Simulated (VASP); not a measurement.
Method: PBEsol GGA, VASP's PBE PAW potentials (set 64) (plane waves; VASP 6.6.1).

VASP input:

**POSCAR**
```
DyBi
1
    4.3760982709     0.0000000614    -0.0000000000
   -2.1880495289     3.7898122215     0.0000000000
    0.0000000000    -0.0000000000     7.4622888632
Dy Bi
2 2
Direct
  1.0000000000   0.0000000000   1.0000000000
  1.0000000000   0.0000000000   0.5000000000
  0.3333330000   0.6666670000   0.2500000000
  0.6666670000   0.3333330000   0.7500000000
```

### INCAR
```
! general
SYSTEM  = DyBi
PREC    = Accurate
ENCUT   = 400   ! plane-wave cut-off (eV)
LREAL   = .FALSE.
LASPH   = .TRUE.

! electronic loop
EDIFF   = 1E-6
NELM    = 100   ! most electronic steps
ALGO    = Normal   ! blocked Davidson
LMAXMIX = 6   ! l cut-off of mixed one-centre charges

! smearing
ISMEAR  = 1   ! Methfessel-Paxton
SIGMA   = 0.1   ! width (eV)

! functional
GGA     = PS

! ions
IBRION  = 2   ! conjugate gradients
NSW     = 60   ! most ionic steps
ISIF    = 3   ! ions, shape and volume
EDIFFG  = -0.02

! output
LWAVE   = .FALSE.
LCHARG  = .FALSE.
```

### KPOINTS
```
Automatic mesh
0
Gamma
7 7 4
0 0 0
```

POTCAR, in this order: Dy_3 Bi_d (PBE.64 set). Program: vasp_std.

What VASP printed:

OSZICAR:
```
       N       E                     dE             d eps       ncg     rms          rms(c)
DAV:   1     0.399333240294E+03    0.39933E+03   -0.21126E+04  1440   0.153E+03
DAV:   2     0.230380088738E+02   -0.37630E+03   -0.37021E+03  1344   0.474E+02
DAV:   3    -0.205199588652E+02   -0.43558E+02   -0.41764E+02  1808   0.154E+02
DAV:   4    -0.221356715176E+02   -0.16157E+01   -0.16009E+01  1640   0.324E+01
DAV:   5    -0.221869582916E+02   -0.51287E-01   -0.51191E-01  1716   0.563E+00    0.307E+01
DAV:   6    -0.219859065703E+02    0.20105E+00   -0.34187E-01  1944   0.450E+00    0.185E+01
DAV:   7    -0.219597577295E+02    0.26149E-01   -0.38605E-01  1760   0.495E+00    0.752E-01
DAV:   8    -0.219534913261E+02    0.62664E-02   -0.44958E-02  1712   0.182E+00    0.270E-01
DAV:   9    -0.219533923753E+02    0.98951E-04   -0.49980E-03  1692   0.515E-01    0.270E-01
DAV:  10    -0.219533441368E+02    0.48239E-04   -0.50513E-04  1828   0.210E-01    0.665E-02
DAV:  11    -0.219533587520E+02   -0.14615E-04   -0.38864E-05  1740   0.546E-02    0.313E-02
DAV:  12    -0.219533586680E+02    0.84060E-07   -0.42308E-06  1264   0.204E-02
   1 F= -.21953359E+02 E0= -.21953149E+02  d E =-.219534E+02
       N       E                     dE             d eps       ncg     rms          rms(c)
DAV:   1    -0.219690172031E+02   -0.15658E-01   -0.45743E-01  1536   0.770E+00    0.846E-01
DAV:   2    -0.219567027069E+02    0.12314E-01   -0.32310E-02  1536   0.234E+00    0.297E-01
DAV:   3    -0.219538188647E+02    0.28838E-02   -0.76767E-03  1688   0.995E-01    0.742E-02
DAV:   4    -0.219536523321E+02    0.16653E-03   -0.90112E-04  1800   0.253E-01    0.544E-02
DAV:   5    -0.219536401478E+02    0.12184E-04   -0.68410E-05  1596   0.947E-02    0.165E-02
DAV:   6    -0.219536344584E+02    0.56894E-05   -0.18095E-05  1688   0.422E-02    0.774E-03
DAV:   7    -0.219536339750E+02    0.48343E-06   -0.15298E-06  1012   0.142E-02
   2 F= -.21953634E+02 E0= -.21953385E+02  d E =-.275307E-03
       N       E                     dE             d eps       ncg     rms          rms(c)
DAV:   1    -0.219559608463E+02   -0.23264E-02   -0.64757E-02  1512   0.287E+00    0.318E-01
DAV:   2    -0.219541926572E+02    0.17682E-02   -0.46324E-03  1536   0.864E-01    0.112E-01
DAV:   3    -0.219537855737E+02    0.40708E-03   -0.10781E-03  1688   0.372E-01    0.280E-02
DAV:   4    -0.219537666779E+02    0.18896E-04   -0.12650E-04  1828   0.938E-02    0.210E-02
DAV:   5    -0.219537678575E+02   -0.11796E-05   -0.92996E-06  1508   0.357E-02    0.613E-03
DAV:   6    -0.219537689505E+02   -0.10930E-05   -0.21309E-06   944   0.162E-02    0.319E-03
DAV:   7    -0.219537690174E+02   -0.66887E-07   -0.55049E-07   876   0.730E-03
   3 F= -.21953769E+02 E0= -.21953534E+02  d E =-.410349E-03
```

OUTCAR:
```
------------------------ aborting loop because EDIFF is reached ----------------------------------------
  FORCE on cell =-STRESS in cart. coord.  units (eV):
  Direction    XX          YY          ZZ          XY          YZ          ZX
  --------------------------------------------------------------------------------------
  Total       -0.0662951     -0.0662951      0.0425958      0.0000000      0.0000000      0.0000000
  in kB       -0.8551564     -0.8551564      0.5494535      0.0000001      0.0000000      0.0000000
  external PRESSURE =      -0.3869531 kB  Pullay stress =       0.0000000 kB
  volume of cell :      124.21
      direct lattice vectors                 reciprocal lattice vectors
     4.378849047  0.000000061 -0.000000000     0.228370510  0.131849801  0.000000000
    -2.189424917  3.792194463 -0.000000000    -0.000000004  0.263699555  0.000000000
     0.000000000  0.000000000  7.479903723     0.000000000  0.000000000  0.133691560
 POSITION                                       TOTAL-FORCE (eV/Angst)
 -----------------------------------------------------------------------------------
      0.00000      0.00000      0.00000        -0.000000      0.000000     -0.000000
      0.00000      0.00000      3.73995         0.000000      0.000000     -0.000000
     -0.00000      2.52813      1.86998         0.000000     -0.000000      0.000000
      2.18943      1.26406      5.60993        -0.000000      0.000000     -0.000000
 -----------------------------------------------------------------------------------
    total drift:                                0.000000     -0.000000      0.000000
  FREE ENERGIE OF THE ION-ELECTRON SYSTEM (eV)
  ---------------------------------------------------
  free  energy   TOTEN  =       -21.9537690174 eV

  energy  without entropy=      -21.9530639814  energy(sigma->0) =      -21.95353401

 reached required accuracy - stopping structural energy minimisation
```
(Selected blocks of OUTCAR.)

CONTCAR:
```
DyBi
   1.00000000000000
     4.3788490468338317    0.0000000611916115   -0.0000000000000000
    -2.1894249173281293    3.7921944634055662   -0.0000000000000000
     0.0000000000000000    0.0000000000000000    7.4799037230995911
  Dy              Bi
     2     2
Direct
     0.0000000000000000    0.0000000000000000    0.0000000000000000
     0.0000000000000000    0.0000000000000000    0.5000000000000000
     0.3333330000000032    0.6666669999999968    0.2500000000000000
     0.6666669999999968    0.3333330000000032    0.7500000000000000
```

The 4f electrons are frozen in the core of the lanthanide potential, so 4f levels, which can set the real gap, and their magnetism are missing.

The structure was generated: DyBi was put into the NiAs type (P6_3/mmc), which need not be its known phase. This run relaxes it. Symmetry was kept, so distortions that lower it aren't found. The start is the result of an earlier pass.
